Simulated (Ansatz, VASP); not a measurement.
**P4S3O6 (P4S3O6 (P2_1/c)) in two plane-wave programs**

Aim: how closely do two programs agree when they are given the same cell, functional and k mesh? Of the first pair: The structure shown is the start of the Ansatz relaxation below; VASP solves that cell, so the two are compared at the walk's first step.

Calculated with Ansatz 0.2.0; plane waves, with VASP 6.6.1 beside it; single point at PBEsol.

## Step 1: Set-up

The cell holds 52 atoms: 16 P, 12 S and 24 O. Cell: a = 12.953 Å, b = 8.683 Å, c = 10.185 Å, α = 90.0°, β = 91.1°, γ = 90.0°.

## Step 2: Ansatz: relaxation, PBEsol

Ansatz runs on its default PAW (the set named soft_2) files.

The two programs are compared at the cell with which this relaxation starts, whose forces are those of its first step.

input.yaml reads:

```yaml
crystal:
  lattice:
    - [12.9530262, 0.0, 0.0]
    - [0.0, 8.683064, 0.0]
    - [-0.1962216, 0.0, 10.1828906]
  atoms:
    - { symbol: P, position: [0.132997, 0.484952, 0.329142] }
    - { symbol: P, position: [0.867003, 0.984952, 0.170858] }
    - { symbol: P, position: [0.265862, 0.785842, 0.949567] }
    - { symbol: P, position: [0.132997, 0.015048, 0.829142] }
    - { symbol: P, position: [0.209554, 0.439198, 0.599007] }
    - { symbol: P, position: [0.790446, 0.939198, 0.900993] }
    - { symbol: P, position: [0.790446, 0.560802, 0.400993] }
    - { symbol: P, position: [0.209554, 0.060802, 0.099007] }
    - { symbol: P, position: [0.34925, 0.418369, 0.375989] }
    - { symbol: P, position: [0.65075, 0.918369, 0.124011] }
    - { symbol: P, position: [0.65075, 0.581631, 0.624011] }
    - { symbol: P, position: [0.34925, 0.081631, 0.875989] }
    - { symbol: P, position: [0.265862, 0.714158, 0.449567] }
    - { symbol: P, position: [0.734138, 0.214158, 0.050433] }
    - { symbol: P, position: [0.734138, 0.285842, 0.550433] }
    - { symbol: P, position: [0.867003, 0.515048, 0.670858] }
    - { symbol: S, position: [0.464163, 0.317793, 0.306743] }
    - { symbol: S, position: [0.535837, 0.682207, 0.693257] }
    - { symbol: S, position: [0.464163, 0.182207, 0.806743] }
    - { symbol: S, position: [0.021877, 0.454721, 0.210237] }
    - { symbol: S, position: [0.978123, 0.954721, 0.289763] }
    - { symbol: S, position: [0.978123, 0.545279, 0.789763] }
    - { symbol: S, position: [0.021877, 0.045279, 0.710237] }
    - { symbol: S, position: [0.2948, 0.925914, 0.459294] }
    - { symbol: S, position: [0.7052, 0.425914, 0.040706] }
    - { symbol: S, position: [0.7052, 0.074086, 0.540706] }
    - { symbol: S, position: [0.2948, 0.574086, 0.959294] }
    - { symbol: S, position: [0.535837, 0.817793, 0.193257] }
    - { symbol: O, position: [0.119616, 0.423965, 0.478194] }
    - { symbol: O, position: [0.758122, 0.904231, 0.21161] }
    - { symbol: O, position: [0.758122, 0.595769, 0.71161] }
    - { symbol: O, position: [0.241878, 0.095769, 0.78839] }
    - { symbol: O, position: [0.31089, 0.365539, 0.519785] }
    - { symbol: O, position: [0.68911, 0.865539, 0.980215] }
    - { symbol: O, position: [0.68911, 0.634461, 0.480215] }
    - { symbol: O, position: [0.31089, 0.134461, 0.019785] }
    - { symbol: O, position: [0.16886, 0.663653, 0.353222] }
    - { symbol: O, position: [0.83114, 0.163653, 0.146778] }
    - { symbol: O, position: [0.83114, 0.336347, 0.646778] }
    - { symbol: O, position: [0.16886, 0.836347, 0.853222] }
    - { symbol: O, position: [0.237495, 0.872678, 0.085016] }
    - { symbol: O, position: [0.241878, 0.404231, 0.28839] }
    - { symbol: O, position: [0.762505, 0.372678, 0.414984] }
    - { symbol: O, position: [0.762505, 0.127322, 0.914984] }
    - { symbol: O, position: [0.880384, 0.923965, 0.021806] }
    - { symbol: O, position: [0.880384, 0.576035, 0.521806] }
    - { symbol: O, position: [0.119616, 0.076035, 0.978194] }
    - { symbol: O, position: [0.358341, 0.605522, 0.393375] }
    - { symbol: O, position: [0.641659, 0.105522, 0.106625] }
    - { symbol: O, position: [0.641659, 0.394478, 0.606625] }
    - { symbol: O, position: [0.358341, 0.894478, 0.893375] }
    - { symbol: O, position: [0.237495, 0.627322, 0.585016] }
basis:
  ecutwfc: 420
  xc_grid: 2
hamiltonian:
  xc: pbesol
kpoints:
  mp_grid: { grid: [2, 3, 3] }
scf:
  occupations: { method: fermi_dirac, width: 0.01 }
  max_iter: 150
output:
  forces: true
  stress: true
relax:
  f_tol: 0.01
  max_steps: 60
  cell: {}
checkpoint:
  write: "../pbesol.run"
  compress: false
  write_wavefunctions: false
  write_every: 100000
```

Launch:

```console
$ ansatz run input.yaml --threads 4 --pin off --max-ram 6594MiB --backend cpu --events-out ev --progress --plain --runs-dir out
```

Numbers of over 12 decimals in the logs are rounded to 6 here.

The program printed:

```text
Engine: ansatz 0.2.0, x86_64-unknown-linux-gnu
Pseudopotentials: kind: paw
Pseudopotential: P, paw, valence charge 5, recommended cutoff 420 eV (normal), P.paw.azcp
Pseudopotential: S, paw, valence charge 6, recommended cutoff 420 eV (normal), S.paw.azcp
Pseudopotential: O, paw, valence charge 6, recommended cutoff 420 eV (normal), O.paw.azcp
Functional definition: PBEsol
  exchange = pbesol_x
  correlation = pbesol_c
Crystal: 52 atoms, lattice volume = 1145.290 Å³
Basis set: ecut = 420 eV, 22387 PW (Γ), exchange–correlation on 180×120×144 points (8 copies of the dense FFT grid, shifted against one another)
Bands: 200, of which v1, the nominal top of the filled ones, is band 148 counted from 1 (147 counted from 0)
Symmetry: 4 space group operations
Space group: P21/c (ITA 14), of the structure as read, at distance tolerance 1.0e-4 Å
k-points: 8 of 18
Non-local potential: P, projectors of the file, l = 0: 2, l = 1: 2, l = 2: 2
Non-local potential: S, projectors of the file, l = 0: 2, l = 1: 2, l = 2: 2
Non-local potential: O, projectors of the file, l = 0: 2, l = 1: 2, l = 2: 1
PAW form: soft (Blöchl's): semilocal exchange-correlation on the pseudo side does not see the compensation charge
PAW frozen core: P, regenerated for the run's functional, and the local potential with it (the file was generated under x = pbe(κ = 0.804, μ = 0.219515), c = pbe(β = 0.066725))
PAW frozen core: S, regenerated for the run's functional, and the local potential with it (the file was generated under x = pbe(κ = 0.804, μ = 0.219515), c = pbe(β = 0.066725))
PAW frozen core: O, regenerated for the run's functional, and the local potential with it (the file was generated under x = pbe(κ = 0.804, μ = 0.219515), c = pbe(β = 0.066725))
PAW one-centre angular grid: P, 110 points (default); XC on 64 Gauss nodes
PAW one-centre angular grid: S, 110 points (default); XC on 64 Gauss nodes
PAW one-centre angular grid: O, 110 points (default); XC on 64 Gauss nodes
Initial density: superposition of atomic densities (neutral atoms: chi_scale 0, normalization atom), corrected by the library's trained network
Initial wavefunctions: pseudopotential atomic-orbital guess
Functional: x = pbesol(κ = 0.804, μ = 0.123457), c = pbesol(β = 0.046)
SCF iter   1: F=—  HF=-35928.053268 eV  |F-HF|=—  |Δ(HF+E_count)|=         —  Δρ=9.15e-3  dr2=6.68e-1  ethr=1.77e-3  ⟨swp⟩=9.4  Hψ=8877  notcnv=0  defer=213
preconditioner: auto → Resta (q_TF=auto, 2.177 Å⁻¹)  ε∞=2.9  [insulator: Δε(μ)=4.139 eV  Ē_g=13.393 eV  σ=0.010 eV  W_gap=1.00  n_scr=208 (ndim 8)  ℏωp=18.6 eV  f_vac=0.237  D(μ)=0.00/eV (n_scr^D=0)  ε∞_Penn≈2.9]
SCF iter   2: F=—  HF=-35927.882656 eV  |F-HF|=—  |Δ(HF+E_count)|=   1.71e-1  Δρ=2.65e-3  dr2=5.17e-2  ethr=2.26e-4  ⟨swp⟩=3.0  Hψ=2922  notcnv=0  defer=352
SCF iter   3: F=—  HF=-35927.882282 eV  |F-HF|=—  |Δ(HF+E_count)|=   3.74e-4  Δρ=1.21e-3  dr2=1.31e-2  ethr=1.75e-5  ⟨swp⟩=2.9  Hψ=2221  notcnv=0  defer=352
SCF iter   4: F=—  HF=-35927.885911 eV  |F-HF|=—  |Δ(HF+E_count)|=   3.63e-3  Δρ=6.19e-4  dr2=3.61e-3  ethr=4.43e-6  ⟨swp⟩=3.4  Hψ=2272  notcnv=0  defer=352
SCF iter   5: F=—  HF=-35927.886529 eV  |F-HF|=—  |Δ(HF+E_count)|=   6.18e-4  Δρ=1.36e-4  dr2=3.17e-4  ethr=1.22e-6  ⟨swp⟩=2.9  Hψ=2999  notcnv=0  defer=352
SCF iter   6: F=—  HF=-35927.886775 eV  |F-HF|=—  |Δ(HF+E_count)|=   2.47e-4  Δρ=4.15e-5  dr2=3.35e-5  ethr=1.07e-7  ⟨swp⟩=2.4  Hψ=2231  notcnv=0  defer=352
SCF iter   7: F=—  HF=-35927.887033 eV  |F-HF|=—  |Δ(HF+E_count)|=   2.57e-4  Δρ=2.02e-5  dr2=7.98e-6  ethr=1.13e-8  ⟨swp⟩=3.4  Hψ=3295  notcnv=0  defer=352
SCF iter   8: F=—  HF=-35927.887037 eV  |F-HF|=—  |Δ(HF+E_count)|=   3.99e-6  Δρ=6.41e-6  dr2=6.09e-7  ethr=2.70e-9  ⟨swp⟩=2.4  Hψ=2222  notcnv=0  defer=352
SCF iter   9: F=—  HF=-35927.887038 eV  |F-HF|=—  |Δ(HF+E_count)|=   1.62e-6  Δρ=5.98e-6  dr2=3.68e-7  ethr=3.38e-11  ⟨swp⟩=6.0  Hψ=6311  notcnv=0
SCF iter  10: F=-35927.887038 eV  HF=-35927.887038 eV  |F-HF|=4.20e-8  |Δ(HF+E_count)|=   2.97e-9  Δρ=1.11e-6  dr2=1.72e-8  ethr=3.38e-11  ⟨swp⟩=4.2  Hψ=5991  notcnv=0
SCF 1 converged in 10 iterations: F = -35927.887038 eV  dr2 = 1.72e-8
  greatest PAW one-centre occupation: 0.869 electrons in one spin orbital (limit 2), on the S atom at site 27 (counted from 0), in its partial waves of l = 0
relax step   1: F+E_penalty+E_count = -35927.88703826 eV  Δ(F+E_penalty+E_count) = +0.000e0 eV  max|allowed force component| = 4.191e-1 eV/Å  Δτ_max = 0.0000 Å  P = -1.053 GPa  Ω = 1145.290 Å³  (10 SCF iters, dr2 threshold 1.00e-7 eV, accepted)
Crystal: 52 atoms, lattice volume = 1127.100 Å³
Basis set: ecut = 420 eV, 22039 PW (Γ), exchange–correlation on 180×120×144 points (8 copies of the dense FFT grid, shifted against one another)
Initial density: handed on by an earlier stage of this run
Initial wavefunctions: those handed on with the density
[...]
SCF converged after 6 iterations
Free energy (F): -35928.113314 eV
Harris-Foulkes:  -35928.113314 eV  (|F-HF|=3.64e-11)
Internal energy: -35928.113314 eV  (E = F + TS)
E sigma→0 (E₀):  -35928.113314 eV
Fermi energy:    2.040796 eV
--- Per-component energies (eV) ---
  E_band       = -2298.286850
  E_kinetic    = 6723.829024
  E_local      = -29391.506882  (includes V_loc(G=0)·N_el)
  E_nonlocal   = 2012.685656
  E_hartree    = 11839.003618
  E_xc         = -3885.464745
  E_vxc        = -4271.146595  (∫ρ·V_xc dr)
  E_paw        = -19539.765257  (= ΣΔE_a)
  E_vpaw       = -1050.214091  (= ΣTr[D̂ρ^β])
  E_aug_tail   = 0.059530  (compensation charges beyond the density's cutoff)
  E_ewald      = -3689.282096
  E_core_change = 2.327839  (= ΣΔE_core)
  E_smearing   = -0.000000  (= −TS)
  E_closure    = 0.000000  (closes the sum)
  Σ components = -35928.113314   (vs F -35928.113314, Δ=0.00e0)
--- Forces (eV/Å), atoms counted from 1 ---
  atom   1  P     -0.00247980    -0.00323135     0.00213564
  atom   2  P      0.00247980    -0.00323135    -0.00213564
  atom   3  P     -0.00176200     0.00447014    -0.00069289
  atom   4  P     -0.00247980     0.00323135     0.00213564
  atom   5  P      0.00032089    -0.00032771     0.00017323
  atom   6  P     -0.00032089    -0.00032771    -0.00017323
  atom   7  P     -0.00032089     0.00032771    -0.00017323
  atom   8  P      0.00032089     0.00032771     0.00017323
  atom   9  P      0.00023503    -0.00214727     0.00103745
  atom  10  P     -0.00023503    -0.00214727    -0.00103745
  atom  11  P     -0.00023503     0.00214727    -0.00103745
  atom  12  P      0.00023503     0.00214727     0.00103745
  atom  13  P     -0.00176200    -0.00447014    -0.00069289
  atom  14  P      0.00176200    -0.00447014     0.00069289
  atom  15  P      0.00176200     0.00447014     0.00069289
  atom  16  P      0.00247980     0.00323135    -0.00213564
  atom  17  S     -0.00095165     0.00055349    -0.00031675
  atom  18  S      0.00095165    -0.00055349     0.00031675
  atom  19  S     -0.00095165    -0.00055349    -0.00031675
  atom  20  S      0.00017784     0.00033017     0.00015253
  atom  21  S     -0.00017784     0.00033017    -0.00015253
  atom  22  S     -0.00017784    -0.00033017    -0.00015253
  atom  23  S      0.00017784    -0.00033017     0.00015253
  atom  24  S      0.00022158     0.00066995     0.00078481
[...]
atom  45  O     -0.00057307     0.00165113     0.00164646
  atom  46  O     -0.00057307    -0.00165113     0.00164646
  atom  47  O      0.00057307    -0.00165113    -0.00164646
  atom  48  O      0.00156831     0.00169907     0.00010482
  atom  49  O     -0.00156831     0.00169907    -0.00010482
  atom  50  O     -0.00156831    -0.00169907    -0.00010482
  atom  51  O      0.00156831    -0.00169907     0.00010482
  atom  52  O     -0.00069994     0.00269297     0.00185371
  max |Σ_I F_I| component: 2.60e-18 eV/Å
--- Stress (GPa, compression-positive) ---
        0.014649      -0.000000      -0.011540
       -0.000000      -0.012968       0.000000
       -0.011538       0.000000       0.010811
  P = ⅓ Tr σ = 0.0042 GPa (0.042 kbar)
--- Relaxed structure (51 steps of the walk, 48 accepted, 4 SCFs on fresh bases) ---
  F+E_penalty+E_count = -35928.11331430 eV   max|allowed force component| = 4.470e-3 eV/Å   (the final SCF, on the basis selected at the relaxed cell)
  cell:  # Å, volume = 1249.4884 Å³
    - [13.889161, 1.8681286736029966e-17, 0.084133]
    - [1.252300472698029e-17, 8.538761, 6.68674580409293e-17]
    - [-0.144263, 7.81344840837909e-17, 10.534777]
  atoms:
    - { symbol: P, position: [0.138755, 0.413407, 0.404535] }
    - { symbol: P, position: [0.861245, 0.913407, 0.095465] }
    - { symbol: P, position: [0.251073, 0.819186, 0.974196] }
    - { symbol: P, position: [0.138755, 0.086593, 0.904535] }
    - { symbol: P, position: [0.159038, 0.495428, 0.672836] }
    - { symbol: P, position: [0.840962, 0.995428, 0.827164] }
    - { symbol: P, position: [0.840962, 0.504572, 0.327164] }
    - { symbol: P, position: [0.159038, 0.00457234, 0.172836] }
    - { symbol: P, position: [0.321540, 0.371247, 0.527744] }
    - { symbol: P, position: [0.678460, 0.871247, -0.027744] }
    - { symbol: P, position: [0.678460, 0.628753, 0.472256] }
    - { symbol: P, position: [0.321540, 0.128753, 1.027744] }
    - { symbol: P, position: [0.251073, 0.680814, 0.474196] }
    - { symbol: P, position: [0.748927, 0.180814, 0.025804] }
    - { symbol: P, position: [0.748927, 0.319186, 0.525804] }
    - { symbol: P, position: [0.861245, 0.586593, 0.595465] }
    - { symbol: S, position: [0.431851, 0.245268, 0.534293] }
    - { symbol: S, position: [0.568149, 0.754732, 0.465707] }
    - { symbol: S, position: [0.431851, 0.254732, 1.034293] }
    - { symbol: S, position: [0.055003, 0.331081, 0.278834] }
    - { symbol: S, position: [0.944997, 0.831081, 0.221166] }
    - { symbol: S, position: [0.944997, 0.668919, 0.721166] }
    - { symbol: S, position: [0.055003, 0.168919, 0.778834] }
    - { symbol: S, position: [0.288895, 0.883784, 0.425404] }
    - { symbol: S, position: [0.711105, 0.383784, 0.074596] }
    - { symbol: S, position: [0.711105, 0.116216, 0.574596] }
    - { symbol: S, position: [0.288895, 0.616216, 0.925404] }
    - { symbol: S, position: [0.568149, 0.745268, -0.034293] }
    - { symbol: O, position: [0.097587, 0.425667, 0.545585] }
    - { symbol: O, position: [0.761367, 0.818327, 0.075277] }
    - { symbol: O, position: [0.761367, 0.681673, 0.575277] }
    - { symbol: O, position: [0.238633, 0.181673, 0.924723] }
    - { symbol: O, position: [0.259557, 0.389394, 0.655400] }
    - { symbol: O, position: [0.740443, 0.889394, 0.844600] }
    - { symbol: O, position: [0.740443, 0.610606, 0.344600] }
    - { symbol: O, position: [0.259557, 0.110606, 0.155400] }
    - { symbol: O, position: [0.176918, 0.590375, 0.377805] }
    - { symbol: O, position: [0.823082, 0.090375, 0.122195] }
    - { symbol: O, position: [0.823082, 0.409625, 0.622195] }
    - { symbol: O, position: [0.176918, 0.909625, 0.877805] }
    - { symbol: O, position: [0.197185, 0.836197, 0.107694] }
    - { symbol: O, position: [0.238633, 0.318327, 0.424723] }
    - { symbol: O, position: [0.802815, 0.336197, 0.392306] }
    - { symbol: O, position: [0.802815, 0.163803, 0.892306] }
    - { symbol: O, position: [0.902413, 0.925667, -0.045585] }
    - { symbol: O, position: [0.902413, 0.574333, 0.454415] }
    - { symbol: O, position: [0.097587, 0.074333, 1.045585] }
    - { symbol: O, position: [0.337518, 0.553594, 0.486694] }
    - { symbol: O, position: [0.662482, 0.053594, 0.013306] }
    - { symbol: O, position: [0.662482, 0.446406, 0.513306] }
    - { symbol: O, position: [0.337518, 0.946406, 0.986694] }
    - { symbol: O, position: [0.197185, 0.663803, 0.607694] }
```

[end of part 1 of 3]

[Lines on the potential files, build, host, timing and source positions are cut from VASP's logs without a mark.]

[Logs are printed without paths, hosts, clocks, repeated set-up lines and the standing remarks that a program may print on its own settings, such as how far it seeks lower states.]

[Hosts, paths, dates, database ids (printed as entryN), source tags and the programs' standing remarks are cut or masked in the printed files.]
